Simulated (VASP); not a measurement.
Consider the following.

```xyz
2
Lattice="0.0000 2.9722 2.9722 2.9722 0.0000 2.9722 2.9722 2.9722 0.0000" Properties=species:S:1:pos:R:3 pbc="T T T"
In     0.0000     0.0000     0.0000
P      1.4861     1.4861     1.4861
```

All values below come from SCAN meta-GGA, VASP's PBE PAW potentials (set 64) (plane waves; VASP). Run with 520 eV cut-off, 8×8×8 Γ-centred mesh, Gaussian smearing of 0.050 eV, potentials In_d P.

Unless said otherwise, spin-orbit coupling is left out, though it shifts the bands of the heavy elements here.

Task: What does the run give for the energy per atom (σ→0), pressure, band gap (on the k-mesh) with the smallest direct gap where there is one?

Result: 
The band gap (on the k-mesh) is 0.81 eV, the smallest direct gap (on the k-mesh) is 0.81 eV and the energy per atom (σ→0) is -22.180 eV/atom. The pressure is -1.94 GPa.

Only differences to runs with the same potentials and settings are physical.

The compound is InP in the zinc blende structure. This cell is one point of a volume scan, at 1.03 of the reference volume.
